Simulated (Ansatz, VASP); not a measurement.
## AlNi: VASP beside Ansatz

Aim: how closely do two programs agree when they are given the same cell, functional and k mesh? The cell is taken from a series of runs on this material, whose earlier steps may have relaxed, scaled, displaced or heated it; both programs get it as it stands.

Main program and level: Ansatz 0.2.0; plane waves, with VASP 6.6.1 beside it; zone-centre phonons at LDA.

### 1. The starting structure

It takes space group R-3m (No. 166, trigonal). The conventional cell has a = 4.085 Å, b = 4.085 Å, c = 4.857 Å, α = 90.00°, β = 90.00°, γ = 120.00°. Nearest to Al lie 8 Ni at 2.43 to 2.49 Å. Nearest to Ni lie 8 Al at 2.43 to 2.49 Å. Farther neighbours are not listed.

### 2. Ansatz: zone-centre phonons, LDA

Ansatz runs on its PAW soft_1 files.

Second derivatives magnify differences that forces hide, and they need a tight electronic threshold.

The input, input.yaml:

```yaml
crystal:
  lattice:
    - [2.8603728857, -0.0281820676, -0.0281820676]
    - [-0.0281820676, 2.8603728857, -0.0281820676]
    - [-0.0281820676, -0.0281820676, 2.8603728857]
  atoms:
    - { symbol: Al, position: [0.0, 0.0, 0.0] }
    - { symbol: Ni, position: [0.5, 0.5, 0.5] }
kpoints:
  mp_grid: { grid: [16, 16, 16] }
hamiltonian:
  xc: lda
  pseudopotentials: { kind: paw, azcp: { folder: soft_1 }, xc_functional: pbe }
scf:
  occupations: { method: methfessel_paxton, width: 0.2 }
output:
  eigenvalues: true
phonons:
  method: dfpt
```

Command:

```console
$ ansatz run input.yaml --threads 4 --pin off --max-ram 10240MiB --backend cpu --events-out ev --progress --plain --runs-dir out
```

Numbers of over 12 decimals in the logs are rounded to 6 here.

The program printed:

```text
Engine: ansatz 0.2.0, aarch64-unknown-linux-gnu
Pseudopotentials: kind: paw
Pseudopotential: Al, paw, valence charge 3, recommended cutoff 420 eV (normal), soft_1/Al.paw.azcp
Pseudopotential: Ni, paw, valence charge 18, recommended cutoff 420 eV (normal), soft_1/Ni.paw.azcp
Functional definition: SPW92
  exchange = slater_x
  correlation = pw_c
Crystal: 2 atoms, lattice volume = 23.396 Å³
Basis set: ecut = 420 eV, 455 PW (Γ), exchange–correlation on 40×40×40 points (8 copies of the dense FFT grid, shifted against one another)
Bands: 15, of which v1, the nominal top of the filled ones, is band 11 counted from 1 (10 counted from 0)
Symmetry: 12 space group operations
k-points: 1098 of 4096 (irreducible under 2 space group operations, time reversal used)
Non-local potential: Al, projectors of the file, l = 0: 2, l = 1: 2, l = 2: 1
Non-local potential: Ni, projectors of the file, l = 0: 3, l = 1: 2, l = 2: 3, l = 3: 1
PAW form: soft (Blöchl's): semilocal exchange-correlation on the pseudo side does not see the compensation charge
PAW frozen core: Al, regenerated for the run's functional, and the local potential with it (the file was generated under x = pbe(κ = 0.804, μ = 0.219515), c = pbe(β = 0.066725))
PAW frozen core: Ni, regenerated for the run's functional, and the local potential with it (the file was generated under x = pbe(κ = 0.804, μ = 0.219515), c = pbe(β = 0.066725))
PAW one-centre angular grid: Al, 110 points (default); XC on 64 Gauss nodes
PAW one-centre angular grid: Ni, 590 points (default); XC on 64 Gauss nodes
Initial density: superposition of atomic densities (chi_scale 0.1, normalization cell, long waves kept (reshape's long-wave potential 0.00 eV rms))
Initial wavefunctions: pseudopotential atomic-orbital guess
Functional: x = slater, c = lda
SCF iter   1: F=—  HF=-6288.061016 eV  |F-HF|=—  |Δ(HF+E_count)|=         —  Δρ=7.96e-2  dr2=1.54e0  ethr=3.10e-3  ⟨swp⟩=4.0  Hψ=72913  notcnv=0
preconditioner: auto → none  [metal: Δε(μ)=0.026 eV  Ē_g=10.304 eV  σ=0.200 eV  W_gap=0.11  n_scr=6 (ndim 8)  ℏωp=27.7 eV  f_vac=0.000  D(μ)=0.56/eV (n_scr^D=0)  sad-step TF]
SCF iter   2: F=—  HF=-6287.875810 eV  |F-HF|=—  |Δ(HF+E_count)|=   1.85e-1  S|Δr|=    0.00e0  Δρ=6.00e-2  dr2=9.28e-1  ethr=3.10e-3  ⟨swp⟩=2.0  Hψ=29570  notcnv=0  defer=281
SCF iter   3: F=—  HF=-6287.669874 eV  |F-HF|=—  |Δ(HF+E_count)|=   2.06e-1  S|Δr|=    0.00e0  Δρ=2.10e-2  dr2=9.71e-2  ethr=3.10e-3  ⟨swp⟩=2.0  Hψ=20883  notcnv=0  defer=281
SCF iter   4: F=—  HF=-6287.652751 eV  |F-HF|=—  |Δ(HF+E_count)|=   1.71e-2  S|Δr|=    0.00e0  Δρ=5.38e-3  dr2=3.89e-3  ethr=4.62e-4  ⟨swp⟩=2.0  Hψ=28467  notcnv=0  defer=256
SCF iter   5: F=—  HF=-6287.652599 eV  |F-HF|=—  |Δ(HF+E_count)|=   1.52e-4  S|Δr|=    0.00e0  Δρ=1.10e-3  dr2=1.32e-4  ethr=1.85e-5  ⟨swp⟩=2.3  Hψ=21935  notcnv=0  defer=256
SCF iter   6: F=—  HF=-6287.652561 eV  |F-HF|=—  |Δ(HF+E_count)|=   3.77e-5  S|Δr|=    0.00e0  Δρ=2.65e-4  dr2=8.41e-6  ethr=6.28e-7  ⟨swp⟩=2.5  Hψ=25693  notcnv=0  defer=256
SCF iter   7: F=—  HF=-6287.652556 eV  |F-HF|=—  |Δ(HF+E_count)|=   5.19e-6  S|Δr|=    0.00e0  Δρ=3.43e-5  dr2=1.58e-7  ethr=4.00e-8  ⟨swp⟩=2.2  Hψ=23062  notcnv=0  defer=256
SCF iter   8: F=—  HF=-6287.652575 eV  |F-HF|=—  |Δ(HF+E_count)|=   1.94e-5  S|Δr|=    0.00e0  Δρ=2.20e-6  dr2=7.74e-10  ethr=7.55e-10  ⟨swp⟩=2.4  Hψ=23804  notcnv=0  defer=256
SCF iter   9: F=-6287.652575 eV  HF=-6287.652575 eV  |F-HF|=2.73e-12  |Δ(HF+E_count)|=  1.38e-10  S|Δr|=    0.00e0  Δρ=1.12e-7  dr2=1.61e-12  ethr=1.00e-12  ⟨swp⟩=5.2  Hψ=79878  notcnv=0
SCF 1 converged in 9 iterations: F = -6287.652575 eV  dr2 = 1.61e-12
  greatest PAW one-centre occupation: 1.001 electrons in one spin orbital (limit 2), on the Ni atom at site 1 (counted from 0), in its partial waves of l = 1
DFPT response loops at Γ: preconditioner auto → Kerker (q_TF=auto, 2.680 Å⁻¹) (partly filled bands, converged f_vac=0.000); β = 1.00, the filter's whole step (`scf.mixing.beta` (0.50) is not read by the response loops under this deck's `scf.mixing.preconditioner`; to damp them name `kerker` or `kerker_dos`, under which they read `scf.mixing.beta`, and type it under 1.00, their step now; both keys bind the ground state too); Broyden in place of MSR1
SCF converged after 9 iterations
Stability not checked: this state was not tested for a lower state beside it, because cold or Methfessel-Paxton smearing, or corrected tetrahedra, fill the levels in a way that the test cannot read (fill_not_monotonic; see scf.lower_state_search)
Free energy (F): -6287.652575 eV
Harris-Foulkes:  -6287.652575 eV  (|F-HF|=2.73e-12)
Internal energy: -6287.653797 eV  (E = F + TS)
E sigma→0 (E₀):  -6287.652881 eV
Entropy (-TS):   0.001222 eV (0.611 meV/atom)
Fermi energy:    13.908201 eV
--- Per-component energies (eV) ---
  E_band       = -335.201404
  E_kinetic    = 369.737902
  E_local      = -3721.710154  (includes V_loc(G=0)·N_el)
  E_nonlocal   = -101.905982
  E_hartree    = 1951.583907
  E_xc         = -151.880725
  E_vxc        = -177.990525  (∫ρ·V_xc dr)
  E_paw        = -2037.526439  (= ΣΔE_a)
  E_vpaw       = -606.501184  (= ΣTr[D̂ρ^β])
  E_aug_tail   = 0.000827  (compensation charges beyond the density's cutoff)
  E_ewald      = -2596.442970
  E_core_change = 0.489838  (= ΣΔE_core)
  E_smearing   = 0.001222  (= −TS)
  E_closure    = -0.000000  (closes the sum)
  Σ components = -6287.652575   (vs F -6287.652575, Δ=0.00e0)
--- Band table (eV; the first three rows and the last of 1098) ---
  k-point 0: bands = [... 7 lower, 12.2540, 12.3369, 12.3369, 19.3185, 19.5258, 19.5258, 22.1692, 22.1692]
  k-point 1: bands = [... 7 lower, 12.2300, 12.3050, 12.3312, 18.6633, 19.4939, 19.6205, 22.1722, 22.8792]
  k-point 2: bands = [... 7 lower, 12.1480, 12.2167, 12.3315, 17.2854, 19.7707, 19.8973, 22.1812, 24.0064]
  k-point 1097: bands = [... 7 lower, 12.8908, 12.8908, 15.7478, 15.7478, 16.0811, 17.7746, 18.3984, 18.3984]
--- Phonons (Γ-DFPT): 2 representative perturbations + reference, on 1098 of 4096 k-points (Σ response iterations 6) ---
  k mesh reduced under 2 symmetry operations, with k and −k counted as one. Each operation leaves every solved perturbation unchanged. A smaller set is not used because it would not reduce the number of displacements times k-points to solve
  ASR residual: 6.235e-5 → 0.000e0 eV/Å²; symmetrization residual: 1.323e-6 eV/Å²
  ASR residual per site (eV/Å²): 6.01e-6 6.23e-5
  Γ frequencies (cm⁻¹): 0.00 0.00 0.00 274.54 274.54 317.96
  non-analytic LO–TO correction: not included (Born effective charges unavailable; polar crystals: no LO–TO splitting at Γ)
```

Reading the cycles: dr2 is the Hartree energy of the density residual (eV), the measure of convergence; HF is the Harris–Foulkes estimate of the energy, which meets the free energy F at convergence.

### 3. VASP: zone-centre phonons, LDA

The same cell, functional (in two slightly different forms), mesh and smearing now go to VASP, with its own data sets.

Lines of VASP's logs that name or quote its potential files are left out, and so is its time.

The input, INCAR:

```
SYSTEM = AlNi
PREC = Accurate
ENCUT = 600
EDIFF = 1E-08
NELM = 120
ISMEAR = 1
SIGMA = 0.2
LREAL = .FALSE.
ALGO = Normal
GGA = PW92
NBANDS = 12
LASPH = .TRUE.
LORBIT = 11
LWAVE = .FALSE.
LCHARG = .FALSE.
ISIF = 2
IBRION = 8
GGA_COMPAT = .FALSE.
KPAR = 2
```

The input, POSCAR:

```
AlNi
1.0
    2.8603728857     -0.0281820676     -0.0281820676
   -0.0281820676      2.8603728857     -0.0281820676
   -0.0281820676     -0.0281820676      2.8603728857
Al Ni
1 1
Direct
    0.0000000000      0.0000000000      0.0000000000
    0.5000000000      0.5000000000      0.5000000000
```

The input, KPOINTS:

```
Automatic mesh
0
Gamma
16 16 16
0 0 0
```

Potentials, in the order of the species: Al and Ni (LDA family, release 64).

Command:

```console
$ mpirun -np 2 vasp_std
```

The program printed:

```text
[banner, memory and clock lines left out]
running    2 mpi-ranks, on    1 nodes
 distrk:  each k-point on    1 cores,    2 groups
 distr:  one band on    1 cores,    1 groups

 POSCAR found type information on POSCAR AlNi
 POSCAR found :  2 types and       2 ions
|                                                                             |
|               ----> ADVICE to this user running VASP <----                  |
|                                                                             |
|     You enforced a specific xc type in the INCAR file but a different       |
|     [... a line on the potential file left out ...]
|     I HOPE YOU KNOW WHAT YOU ARE DOING!                                     |
|                                                                             |

 LDA part: xc-table for (Slater(with rela. corr.)+PW92), standard interpolation
 POSCAR, INCAR and KPOINTS ok, starting setup
 FFT: planning ... GRIDC
 FFT: planning ... GRID_SOFT
 FFT: planning ... GRID
 WAVECAR not read
 entering main loop
       N       E                     dE             d eps       ncg     rms          rms(c)
DAV:   1     0.436424406541E+02    0.43642E+02   -0.62060E+03 10080   0.129E+03
DAV:   2    -0.117363296493E+02   -0.55379E+02   -0.51173E+02 10260   0.208E+02
DAV:   3    -0.135366209711E+02   -0.18003E+01   -0.17785E+01 11996   0.440E+01
DAV:   4    -0.135601875591E+02   -0.23567E-01   -0.23558E-01 11132   0.451E+00
DAV:   5    -0.135607928999E+02   -0.60534E-03   -0.60533E-03 12080   0.808E-01    0.118E+01
DAV:   6    -0.151731527413E+02   -0.16124E+01   -0.45123E+01 11128   0.108E+02    0.146E+01
DAV:   7    -0.121968748123E+02    0.29763E+01   -0.13602E+01 11240   0.653E+01    0.100E+00
DAV:   8    -0.121831561424E+02    0.13719E-01   -0.29036E-01 12096   0.611E+00    0.999E-01
DAV:   9    -0.121678918892E+02    0.15264E-01   -0.46022E-02 12168   0.317E+00    0.165E-01
DAV:  10    -0.121675301134E+02    0.36178E-03   -0.10754E-03 12036   0.477E-01    0.757E-02
DAV:  11    -0.121675302772E+02   -0.16384E-06   -0.35558E-05 11712   0.511E-02    0.224E-02
DAV:  12    -0.121675297772E+02    0.50006E-06   -0.30718E-06 12252   0.291E-02    0.415E-03
DAV:  13    -0.121675295693E+02    0.20786E-06   -0.62757E-07 15420   0.781E-03    0.162E-03
DAV:  14    -0.121675295671E+02    0.21680E-08   -0.41265E-08  9240   0.240E-03
   1 F= -.12167530E+02 E0= -.12167934E+02  d E =0.121380E-02
 Linear response reoptimize wavefunctions to high precision
DAV:   1    -0.121675295663E+02    0.87221E-09   -0.11920E-08 12248   0.171E-03
DAV:   2    -0.121675295663E+02   -0.11369E-10   -0.96756E-11  5784   0.928E-05
 Linear response DOF=           2
 Linear response progress:
  Degree of freedom:   1/  2
       N       E                     dE             d eps       ncg     rms          rms(c)
RMM:   1    -0.573739994310E-02   -0.57374E-02    0.28319E-03 59065   0.646E-01
RMM:   2    -0.544949451318E-02    0.28791E-03   -0.60890E-05 38809   0.230E-01    0.597E-02
RMM:   3    -0.543357180779E-02    0.15923E-04   -0.10440E-04 42923   0.829E-02    0.294E-02
RMM:   4    -0.549645940612E-02   -0.62888E-04   -0.42972E-05 42486   0.506E-02    0.584E-03
RMM:   5    -0.549949793625E-02   -0.30385E-05   -0.32709E-06 44036   0.122E-02    0.166E-03
RMM:   6    -0.549876832533E-02    0.72961E-06   -0.15759E-07 40498   0.430E-03    0.115E-03
RMM:   7    -0.549865492054E-02    0.11340E-06   -0.30147E-08 40166   0.220E-03    0.615E-04
RMM:   8    -0.549873695700E-02   -0.82036E-07   -0.65595E-09 46784   0.594E-04    0.213E-04
RMM:   9    -0.549881862193E-02   -0.81665E-07   -0.41664E-10 46634   0.150E-04    0.489E-05
RMM:  10    -0.549879520967E-02    0.23412E-07    0.30183E-10 46284   0.507E-05    0.586E-06
RMM:  11    -0.549880513250E-02   -0.99228E-08   -0.58207E-11 46872   0.197E-05    0.186E-06
 first order change of Fermi-energy  -0.16947E-03
 force on displaced ion       1 direction 1 :  -5.781  -0.591  -0.591
 Linear response progress:
  Degree of freedom:   2/  2
       N       E                     dE             d eps       ncg     rms          rms(c)
RMM:   1    -0.187882317104E+00   -0.18788E+00   -0.10034E-01 38948   0.269E+00
RMM:   2    -0.186493241296E+00    0.13891E-02   -0.17453E-03 39121   0.519E-01    0.126E-01
RMM:   3    -0.186506411226E+00   -0.13170E-04   -0.14157E-04 41994   0.101E-01    0.743E-02
RMM:   4    -0.186894759382E+00   -0.38835E-03   -0.16875E-04 45245   0.101E-01    0.516E-03
RMM:   5    -0.186877811553E+00    0.16948E-04   -0.33453E-06 46221   0.193E-02    0.329E-03
RMM:   6    -0.186874608904E+00    0.32026E-05   -0.23961E-07 42148   0.605E-03    0.232E-03
RMM:   7    -0.186867439735E+00    0.71692E-05   -0.10610E-07 46103   0.348E-03    0.482E-04
RMM:   8    -0.186863530311E+00    0.39094E-05   -0.76553E-09 47797   0.763E-04    0.816E-05
RMM:   9    -0.186863152817E+00    0.37749E-06   -0.11381E-09 48688   0.178E-04    0.227E-05
RMM:  10    -0.186862949584E+00    0.20323E-06   -0.78962E-10 49049   0.552E-05    0.779E-06
RMM:  11    -0.186862956851E+00   -0.72669E-08   -0.78013E-10 48369   0.293E-05    0.116E-06
 first order change of Fermi-energy  -0.83323E-03
 force on displaced ion       2 direction 1 :  -5.805  -0.594  -0.594
 Linear response finished
```

OUTCAR, selected parts (step 3):

```text
ion  position               nearest neighbor table
   1  0.000  0.000  0.000-   2 2.43   2 2.43   2 2.49   2 2.49   2 2.49   2 2.49   2 2.49   2 2.49

  LATTYP: Found a trigonal (rhomboedric) cell.
 ALAT       =     2.8606505384
 COS(alpha) =    -0.0196042909

 Subroutine GETGRP returns: Found 12 space group operations
 (whereof 12 operations were pure point group operations)

The static configuration has the point symmetry D_3d.

 Found    417 irreducible k-points:

   k-points           NKPTS =    417   k-points in BZ     NKDIM =    417   number of bands    NBANDS=     12

   dimension x,y,z NGX =    24 NGY =   24 NGZ =   24
   dimension x,y,z NGXF=    48 NGYF=   48 NGZF=   48

   ENCUT  =  600.0 eV  44.10 Ry    6.64 a.u.   5.71  5.71  5.71*2*pi/ulx,y,z

   NELECT =      13.0000    total number of electrons

 k-points in reciprocal lattice and weights: Automatic mesh
   0.00000000  0.00000000  0.00000000       0.000
   0.06250000 -0.00000000  0.00000000       0.001
   0.12500000 -0.00000000  0.00000000       0.001
   0.18750000  0.00000000  0.00000000       0.001
   0.25000000 -0.00000000  0.00000000       0.001
   0.31250000  0.00000000  0.00000000       0.001
   0.37500000  0.00000000  0.00000000       0.001
   0.43750000  0.00000000  0.00000000       0.001
   0.50000000 -0.00000000  0.00000000       0.001
[...]
-0.43750000  0.50000000  0.43750000       0.001
   0.50000000  0.50000000  0.50000000       0.000

 average (electrostatic) potential at core
       1 -68.0982       2 -81.2839

  Total       -0.7046118     -0.7046118     -0.7046118      0.3669962      0.3669962      0.3669962
  in kB      -48.2525030    -48.2525030    -48.2525030     25.1322559     25.1322559     25.1322559
  external PRESSURE =     -48.2525030 kB  Pullay stress =       0.0000000 kB

  energy-cutoff  :      600.00
  volume of cell :       23.40
      direct lattice vectors                 reciprocal lattice vectors
     2.860372886 -0.028182068 -0.028182068     0.349673332  0.003479468  0.003479468
    -0.028182068  2.860372886 -0.028182068     0.003479468  0.349673332  0.003479468
    -0.028182068 -0.028182068  2.860372886     0.003479468  0.003479468  0.349673332

 POSITION                                       TOTAL-FORCE (eV/Angst)
 -----------------------------------------------------------------------------------
      0.00000      0.00000      0.00000        -0.000000      0.000000      0.000000
      1.40200      1.40200      1.40200         0.000000     -0.000000      0.000000
 -----------------------------------------------------------------------------------
    total drift:                                0.000000      0.000000     -0.000000

 Eigenvectors and eigenvalues of the dynamical matrix
 ----------------------------------------------------

   1 f  =    9.602092 THz    60.331720 2PiTHz  320.291297 cm-1    39.711042 meV
             X         Y         Z           dx          dy          dz
      0.000000  0.000000  0.000000     0.477543    0.477543    0.477543
      1.402004  1.402004  1.402004    -0.324478   -0.324478   -0.324478

   2 f  =    8.289015 THz    52.081419 2PiTHz  276.491788 cm-1    34.280597 meV
             X         Y         Z           dx          dy          dz
      0.000000  0.000000  0.000000     0.255031    0.414070   -0.669101
      1.402004  1.402004  1.402004    -0.173267   -0.281318    0.454585

   3 f  =    8.289015 THz    52.081419 2PiTHz  276.491788 cm-1    34.280597 meV
             X         Y         Z           dx          dy          dz
      0.000000  0.000000  0.000000     0.625369   -0.533548   -0.091821
      1.402004  1.402004  1.402004    -0.424874    0.362491    0.062383

   4 f/i=    0.007772 THz     0.048834 2PiTHz    0.259252 cm-1     0.032143 meV
             X         Y         Z           dx          dy          dz
      0.000000  0.000000  0.000000     0.343625    0.091524   -0.435148
      1.402004  1.402004  1.402004     0.505779    0.134713   -0.640493

   5 f/i=    0.007772 THz     0.048834 2PiTHz    0.259252 cm-1     0.032143 meV
             X         Y         Z           dx          dy          dz
      0.000000  0.000000  0.000000    -0.304074    0.449625   -0.145551
      1.402004  1.402004  1.402004    -0.447565    0.661800   -0.214235

   6 f/i=    0.009521 THz     0.059823 2PiTHz    0.317589 cm-1     0.039376 meV
             X         Y         Z           dx          dy          dz
      0.000000  0.000000  0.000000    -0.324478   -0.324478   -0.324478
      1.402004  1.402004  1.402004    -0.477543   -0.477543   -0.477543

 ELASTIC MODULI CONTR FROM IONIC RELAXATION (kBar)
 Direction    XX          YY          ZZ          XY          YZ          ZX
 --------------------------------------------------------------------------------
 XX           0.0000      0.0000      0.0000      0.0000      0.0000      0.0000
 YY           0.0000      0.0000      0.0000      0.0000      0.0000      0.0000
 ZZ           0.0000      0.0000      0.0000      0.0000      0.0000      0.0000
 XY           0.0000      0.0000      0.0000      0.0000      0.0000      0.0000
 YZ           0.0000      0.0000      0.0000      0.0000      0.0000      0.0000
 ZX           0.0000      0.0000      0.0000      0.0000      0.0000      0.0000
 --------------------------------------------------------------------------------
```

This run has no spin polarisation, so a moment on Ni, if there is one, isn't seen. Its electron count is odd, so without a moment it is a metal by construction.

### 4. Differences

Known differences besides the potentials themselves: the data sets hold 21 valence electrons in Ansatz (on its PAW soft_1 files) and 13 in VASP; the cutoff is 420 eV in Ansatz and 600 eV in VASP; VASP's log shows a relativistic correction to its local exchange, Ansatz's none. Total energies have different zeros and are not compared.

Compared:

```csv
quantity,Ansatz,VASP,difference
optical mode 1 to 2 (cm⁻¹),274.5,276.5,-0.71 %
optical mode 3 (cm⁻¹),318.0,320.3,-0.73 %
```

Modes are paired by rising frequency, not by their patterns, so a pair may set unlike modes beside each other; they are those without the splitting of longitudinal modes.

### 5. Outcome

- r.m.s. difference of the optical zone-centre modes, each program's sorted by frequency (zone-centre phonons, LDA): 2.1 cm⁻¹
- difference in optical mode 3 (zone-centre phonons, LDA): -0.7 %

What this shows: The r.m.s. difference of the optical zone-centre modes, each program's sorted by frequency is 2.1 cm⁻¹ (zone-centre phonons, LDA). The data sets hold unlike numbers of valence electrons (21 in Ansatz and 13 in VASP), so part of the differences comes from the potentials. Among the rows given in per cent, the largest difference of the zone-centre phonons, LDA pair is in optical mode 3, -0.7 %. How closely two codes agree says nothing of how well the functional describes the real material.

[Lines on the potential files, build, host, timing and source positions are cut from VASP's logs without a mark.]

[Logs are printed without paths, hosts, clocks, repeated set-up lines and the standing remarks that a program may print on its own settings, such as how far it seeks lower states.]

[Hosts, paths, dates, database ids (printed as entryN), source tags and the programs' standing remarks are cut or masked in the printed files.]
